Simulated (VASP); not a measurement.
Consider the following.

```yaml
crystal:
  lattice:
    - [1.81574, -3.14495, 0.00000]
    - [1.81574, 3.14495, 0.00000]
    - [0.00000, 0.00000, 5.69423]
  atoms:
    - { symbol: Sn, position: [0.00000, 0.00000, 0.00000] }
    - { symbol: S, position: [0.33333, 0.66667, 0.25762] }
    - { symbol: S, position: [0.66667, 0.33333, 0.74238] }
```

Computed with LDA (Ceperley-Alder, Perdew-Zunger), VASP's LDA PAW potentials (set 64) (plane waves; VASP). Settings: 520 eV cut-off, 8×8×4 Γ-centred mesh, Gaussian smearing of 0.050 eV, potentials Sn_d S.

Problem. Predict the energy per atom (σ→0).

Solution. 
The energy per atom (σ→0) comes out as -5.024 eV/atom.

The compound is SnS2 in the 1T layered structure. It was relaxed first. The start is the result of an earlier pass.
